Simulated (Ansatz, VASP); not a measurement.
# Ti3Al5 (Ti3Al5 (Pmmm)) in two plane-wave programs, part 2 of 2

Wanted: the spread between two codes on one cell, functional and k mesh. The cell is taken from a series of runs on this material, whose earlier steps may have relaxed, scaled, displaced or heated it; both programs get it as it stands.

VASP 6.6.1 and Ansatz 0.2.0.

So far: The structure; Ansatz: relaxation of cell and atoms, r2SCAN.

## (3) VASP: relaxation of cell and atoms, r2SCAN

Level of this step: r2SCAN; plane waves and PAW (Ti_sv, Al) (VASP).

The same cell, functional, mesh and smearing now go to VASP, with its own data sets.

Lines of VASP's logs that name or quote its potential files are left out, and so is its time.

INCAR

```
SYSTEM = Ti3Al5
PREC = Accurate
ENCUT = 550
EDIFF = 1E-07
NELM = 120
ISMEAR = -1
SIGMA = 0.05
LREAL = .FALSE.
ALGO = Normal
METAGGA = R2SCAN
LASPH = .TRUE.
NBANDS = 33
LORBIT = 11
LWAVE = .FALSE.
LCHARG = .FALSE.
ISIF = 3
IBRION = 2
NSW = 80
EDIFFG = -0.005
GGA_COMPAT = .FALSE.
NELMIN = 4
LMIXTAU = .TRUE.
KPAR = 2
```

POSCAR

```
Ti3Al5
1.0
    3.9010140000      0.0000000000      0.0000000000
    0.0000000000      4.0139390000      0.0000000000
    0.0000000000      0.0000000000      8.0832910000
Ti Al
3 5
Direct
    0.0000000000      0.4999998754      0.2650651820
    0.0000000000      0.4999998754      0.7349346943
    0.5000000000      0.4999998754      0.0000000000
    0.0000000000      0.0000000000      0.0000000000
    0.0000000000      0.0000000000      0.4999999381
    0.5000000000      0.4999998754      0.4999999381
    0.5000000000      0.0000000000      0.2422336397
    0.5000000000      0.0000000000      0.7577662365
```

KPOINTS

```
Automatic mesh
0
Gamma
10 10 5
0 0 0
```

PAW data sets: Ti_sv and Al (PBE family, release 64).

Launch:

```bash
> mpirun -np 2 vasp_std
```

Numbers of over 12 decimals in the logs are rounded to 6 here.

Log:

```text
[banner, memory and clock lines left out]
running    2 mpi-ranks, on    1 nodes
 distrk:  each k-point on    1 cores,    2 groups
 distr:  one band on    1 cores,    1 groups

 POSCAR found type information on POSCAR TiAl
 POSCAR found :  2 types and       8 ions
|                                                                             |
|               ----> ADVICE to this user running VASP <----                  |
|                                                                             |
|     You enforced a specific xc type in the INCAR file but a different       |
|     [... a line on the potential file left out ...]
|     I HOPE YOU KNOW WHAT YOU ARE DOING!                                     |
|                                                                             |

 LDA part: xc-table for (None), standard interpolation
 POSCAR, INCAR and KPOINTS ok, starting setup
 FFT: planning ... GRIDC
 FFT: planning ... GRID_SOFT
 FFT: planning ... GRID
 WAVECAR not read
 entering main loop
       N       E                     dE             d eps       ncg     rms          rms(c)
DAV:   1     0.528563635531E+03    0.52856E+03   -0.25063E+04  7136   0.170E+03
DAV:   2    -0.160739529211E+02   -0.54464E+03   -0.53406E+03  7134   0.509E+02
DAV:   3    -0.811489391519E+02   -0.65075E+02   -0.63456E+02 11792   0.148E+02
DAV:   4    -0.901669232864E+02   -0.90180E+01   -0.89027E+01 11448   0.454E+01
DAV:   5    -0.906470098045E+02   -0.48009E+00   -0.47961E+00 10366   0.101E+01    0.208E+01
DAV:   6    -0.804485231427E+02    0.10198E+02   -0.53355E+01  9650   0.599E+01    0.688E+00
DAV:   7    -0.772189860632E+02    0.32295E+01   -0.92765E+00  8829   0.198E+01    0.456E+00
DAV:   8    -0.762834684790E+02    0.93552E+00   -0.27537E+00 10727   0.128E+01    0.354E+00
DAV:   9    -0.761580471303E+02    0.12542E+00   -0.89467E-01 10138   0.534E+00    0.149E+00
DAV:  10    -0.762132941052E+02   -0.55247E-01   -0.19548E-01  9574   0.325E+00    0.603E-01
DAV:  11    -0.761833513229E+02    0.29943E-01   -0.11457E-01  8552   0.299E+00    0.215E-01
DAV:  12    -0.762013198269E+02   -0.17969E-01   -0.58517E-02  7935   0.178E+00    0.194E-01
DAV:  13    -0.762044679052E+02   -0.31481E-02   -0.46330E-03  8732   0.530E-01    0.116E-01
DAV:  14    -0.762047575898E+02   -0.28968E-03   -0.18094E-03 10216   0.262E-01    0.639E-02
DAV:  15    -0.762051215993E+02   -0.36401E-03   -0.80048E-04  8371   0.205E-01    0.232E-02
DAV:  16    -0.762051052732E+02    0.16326E-04   -0.13757E-04  9007   0.876E-02    0.168E-02
DAV:  17    -0.762051092540E+02   -0.39808E-05   -0.90872E-06  9423   0.238E-02    0.817E-03
DAV:  18    -0.762051058657E+02    0.33883E-05   -0.13245E-05  9705   0.251E-02    0.454E-03
DAV:  19    -0.762051063666E+02   -0.50095E-06   -0.57150E-06  8709   0.179E-02    0.288E-03
DAV:  20    -0.762051066171E+02   -0.25052E-06   -0.33538E-07  7283   0.482E-03    0.204E-03
DAV:  21    -0.762051064959E+02    0.12128E-06   -0.40052E-07  7793   0.437E-03    0.430E-04
DAV:  22    -0.762051064462E+02    0.49613E-07   -0.53442E-08  4594   0.226E-03
   1 F= -.76205106E+02 E0= -.76186392E+02  d E =-.762051E+02
[...]
2 F= -.76205339E+02 E0= -.76186661E+02  d E =-.232299E-03
[...]
3 F= -.76205340E+02 E0= -.76186664E+02  d E =-.233127E-03
 curvature:  -0.53 expect dE=-0.632E-04 dE for cont linesearch -0.200E-09
 trial: gam= 0.27845 g(F)=  0.919E-05 g(S)=  0.111E-03 ort =-0.406E-06 (trialstep = 0.101E+01)
 search vector abs. value=  0.154E-03
 bond charge predicted
       N       E                     dE             d eps       ncg     rms          rms(c)
DAV:   1    -0.762057003447E+02   -0.36082E-03   -0.16190E-02  7853   0.145E+00    0.151E-01
DAV:   2    -0.762054632190E+02    0.23713E-03   -0.33929E-03  8913   0.471E-01    0.663E-02
DAV:   3    -0.762053956105E+02    0.67608E-04   -0.29416E-04 10330   0.107E-01    0.349E-02
DAV:   4    -0.762053875045E+02    0.81061E-05   -0.16548E-04 11585   0.885E-02    0.220E-02
DAV:   5    -0.762053868356E+02    0.66884E-06   -0.30083E-05  9518   0.486E-02    0.143E-02
DAV:   6    -0.762053890453E+02   -0.22097E-05   -0.29503E-06  9897   0.144E-02    0.931E-03
DAV:   7    -0.762053951192E+02   -0.60739E-05   -0.51764E-06  8608   0.189E-02    0.195E-03
DAV:   8    -0.762053951528E+02   -0.33571E-07   -0.29943E-06 10256   0.107E-02    0.236E-03
DAV:   9    -0.762053954111E+02   -0.25823E-06   -0.70362E-08  4778   0.218E-03    0.153E-03
DAV:  10    -0.762053956724E+02   -0.26140E-06   -0.69256E-08  4208   0.229E-03    0.451E-04
DAV:  11    -0.762053957005E+02   -0.28025E-07   -0.31524E-08  3843   0.155E-03
   4 F= -.76205396E+02 E0= -.76186768E+02  d E =-.561268E-04
 trial-energy change:   -0.000056  1 .order   -0.000057   -0.000121    0.000007
 step:   0.9512(harm=  0.9536)  dis= 0.00060  next Energy=   -76.205396 (dE=-0.563E-04)
 reached required accuracy - stopping structural energy minimisation
```

OUTCAR, selected parts (step 3):

```text
ion  position               nearest neighbor table
   1  0.000  0.500  0.265-   6 2.72   6 2.72   5 2.76   5 2.76   7 2.80   7 2.80   7 2.80   7 2.80
                             3 2.90   3 2.90   4 2.94   4 2.94
   2  0.000  0.500  0.735-   6 2.72   6 2.72   5 2.76   5 2.76   8 2.80   8 2.80   8 2.80   8 2.80
                             3 2.90   3 2.90   4 2.94   4 2.94
   3  0.500  0.500  0.000-   4 2.80   4 2.80   4 2.80   4 2.80   7 2.80   8 2.80   7 2.80   8 2.80
                             1 2.90   1 2.90   2 2.90   2 2.90
   4  0.000  0.000  0.000-   7 2.76   7 2.76   8 2.76   8 2.76   3 2.80   3 2.80   3 2.80   3 2.80
                             1 2.94   1 2.94   2 2.94   2 2.94
   5  0.000  0.000  0.500-   1 2.76   2 2.76   1 2.76   2 2.76   6 2.80   6 2.80   6 2.80   6 2.80
                             8 2.85   7 2.85   8 2.85   7 2.85
   6  0.500  0.500  0.500-   1 2.72   1 2.72   2 2.72   2 2.72   5 2.80   5 2.80   5 2.80   5 2.80
                             7 2.89   8 2.89   8 2.89   7 2.89
   7  0.500  0.000  0.242-   4 2.76   4 2.76   3 2.80   3 2.80   1 2.80   1 2.80   1 2.80   1 2.80
                             5 2.85   5 2.85   6 2.89   6 2.89
   8  0.500  0.000  0.758-   4 2.76   4 2.76   3 2.80   3 2.80   2 2.80   2 2.80   2 2.80   2 2.80
                             5 2.85   5 2.85   6 2.89   6 2.89

  LATTYP: Found a simple orthorhombic cell.
 ALAT       =     3.9010140000
 B/A-ratio  =     1.0289476018
 C/A-ratio  =     2.0720999720

 Subroutine GETGRP returns: Found  8 space group operations
 (whereof  8 operations were pure point group operations)

The static configuration has the point symmetry D_2h.

 Found    108 irreducible k-points:

   k-points           NKPTS =    108   k-points in BZ     NKDIM =    108   number of bands    NBANDS=     33

   dimension x,y,z NGX =    30 NGY =   32 NGZ =   64
   dimension x,y,z NGXF=    60 NGYF=   64 NGZF=  128

   ENCUT  =  550.0 eV  40.42 Ry    6.36 a.u.   7.46  7.68 15.46*2*pi/ulx,y,z

   NELECT =      51.0000    total number of electrons

 k-points in reciprocal lattice and weights: Automatic mesh
   0.00000000  0.00000000  0.00000000       0.002
   0.10000000  0.00000000  0.00000000       0.004
   0.20000000  0.00000000  0.00000000       0.004
   0.30000000  0.00000000  0.00000000       0.004
   0.40000000  0.00000000  0.00000000       0.004
   0.50000000  0.00000000  0.00000000       0.002
   0.00000000  0.10000000  0.00000000       0.004
   0.10000000  0.10000000  0.00000000       0.008
   0.20000000  0.10000000  0.00000000       0.008
[...]
0.40000000  0.50000000  0.40000000       0.008
   0.50000000  0.50000000  0.40000000       0.004

 average (electrostatic) potential at core
       1 -76.6884       2 -76.6884       3 -76.5076       4 -74.0299       5 -74.3661
       6 -74.4399       7 -74.1838       8 -74.1838

 E-fermi :   8.5721

 k-point     1 :       0.0000    0.0000    0.0000
  band No.  band energies     occupation
    ...
     22       7.5137      2.00000
     23       7.8467      2.00000
     24       7.8668      2.00000
     25       7.9224      2.00000
     26       8.1858      1.99912
     27       8.7347      0.07450
     28       9.3290      0.00000
     29       9.4280      0.00000
     30       9.4683      0.00000
     31       9.7946      0.00000
    ...

 k-point     2 :       0.1000    0.0000    0.0000
  band No.  band energies     occupation
    ...
     22       7.3327      2.00000
     23       7.7608      2.00000
     24       7.7636      2.00000
     25       7.9130      2.00000
     26       8.4240      1.90170
     27       8.6782      0.21394
     28       9.0944      0.00006
     29       9.6594      0.00000
     30       9.8122      0.00000
     31       9.8498      0.00000
    ...

 k-point     3 :       0.2000    0.0000    0.0000
  band No.  band energies     occupation
    ...
     22       7.2084      2.00000
     23       7.5310      2.00000
     24       7.5513      2.00000
     25       7.9287      1.99999
     26       8.5532      1.18644
     27       8.7146      0.10935
     28       9.0454      0.00015
     29       9.5519      0.00000
     30      10.2112      0.00000
     31      10.2696      0.00000
    ...

  Total        0.0031327     -0.0056907      0.0166822     -0.0000000      0.0000000      0.0000000
  in kB        0.0396208     -0.0719728      0.2109869     -0.0000000      0.0000000      0.0000000
  external PRESSURE =       0.0595450 kB  Pullay stress =       0.0000000 kB

  energy-cutoff  :      550.00
  volume of cell :      126.68
      direct lattice vectors                 reciprocal lattice vectors
     3.902346366  0.000000000  0.000000000     0.256256084  0.000000000  0.000000000
    -0.000000000  4.020960475  0.000000000    -0.000000000  0.248696799  0.000000000
     0.000000000  0.000000000  8.073347855     0.000000000  0.000000000  0.123864352

 POSITION                                       TOTAL-FORCE (eV/Angst)
 -----------------------------------------------------------------------------------
      3.90235      2.01048      2.13928         0.000000      0.000000     -0.003728
      3.90235      2.01048      5.93406         0.000000      0.000000      0.003728
      1.95117      2.01048      0.00000        -0.000000      0.000000      0.000000
      0.00000      0.00000      0.00000        -0.000000      0.000000      0.000000
      0.00000      0.00000      4.03667        -0.000000      0.000000      0.000000
      1.95117      2.01048      4.03667        -0.000000      0.000000      0.000000
      1.95117      4.02096      1.95715        -0.000000      0.000000      0.004930
      1.95117      0.00000      6.11620        -0.000000      0.000000     -0.004930
 -----------------------------------------------------------------------------------
    total drift:                                0.000000      0.003087      0.001757

  FREE ENERGIE OF THE ION-ELECTRON SYSTEM (eV)
  ---------------------------------------------------
  free  energy   TOTEN  =       -76.2053957005 eV

  energy  without entropy=      -76.1681411532  energy(sigma->0) =      -76.18676843

 reached required accuracy - stopping structural energy minimisation

 total charge
# of ion       s       p       d       tot
------------------------------------------
    1        2.181   6.122   1.962  10.265
    2        2.181   6.122   1.962  10.265
    3        2.196   6.137   1.917  10.250
    4        0.407   0.432   0.000   0.840
    5        0.417   0.429   0.000   0.846
    6        0.421   0.417   0.000   0.838
    7        0.413   0.429   0.000   0.842
    8        0.413   0.429   0.000   0.842
--------------------------------------------------
tot          8.629  20.516   5.841  34.986

[... 3 further parts left out ...]
```

CONTCAR:

```
Ti3Al5
   1.00000000000000
     3.9023463659772539    0.0000000000000000    0.0000000000000000
    -0.0000000000000000    4.0209604745825080    0.0000000000000000
     0.0000000000000000    0.0000000000000000    8.0733478546647284
  Ti              Al
     3     5
Direct
     1.0000000000000000    0.4999998754000003    0.2649808672902798
     1.0000000000000000    0.4999998754000003    0.7350190090097223
     0.5000000000000000    0.4999998754000003    0.0000000000000000
     0.0000000000000000    0.0000000000000000    0.0000000000000000
     0.0000000000000000    0.0000000000000000    0.4999999380999967
     0.5000000000000000    0.4999998754000003    0.4999999380999967
     0.5000000000000000    1.0000000000000000    0.2424206477912147
     0.5000000000000000    0.0000000000000000    0.7575792284087787
```

The run keeps the 8 symmetry operations of its start, so it cannot find a distortion of lower symmetry.

## (4) Comparison

Known differences besides the potentials themselves: VASP keeps PBE cores, Ansatz makes them for the functional; the cutoff is 500 eV in Ansatz and 550 eV in VASP; Ansatz adds a Pulay correction to the stress that steers its cell, VASP none; in our runs with r2SCAN, forces from VASP's data set Ti_sv part from Ansatz's all-electron ones, so neither program is the reference here. Total energies have different zeros and are not compared.

The two programs side by side:

```
                                         quantity  Ansatz    VASP  difference
                                      volume (Å³)  126.65  126.68     -0.02 %
edge a after relaxation, in the typed setting (Å)   3.902   3.902     +0.00 %
edge b after relaxation, in the typed setting (Å)   4.020   4.021     -0.02 %
edge c after relaxation, in the typed setting (Å)   8.074   8.073     +0.00 %
```

## (5) Results

```
difference in edge b after relaxation, in the typed setting (relaxation of cell and atoms, r2SCAN) : -0.025 %
```

In words: The difference in edge b after relaxation, in the typed setting is -0.025 % (relaxation of cell and atoms, r2SCAN), within the 1.2 % picked in this series as the mark of a large difference, as far as the stopping tolerances let one tell. Such differences can come from data sets, numerical settings and the points named under the comparisons, not from the functional's error against experiment.

[Lines on the potential files, build, host, timing and source positions are cut from VASP's logs without a mark.]

[Logs are printed without paths, hosts, clocks, repeated set-up lines and the standing remarks that a program may print on its own settings, such as how far it seeks lower states.]

[Hosts, paths, dates, database ids (printed as entryN), source tags and the programs' standing remarks are cut or masked in the printed files.]
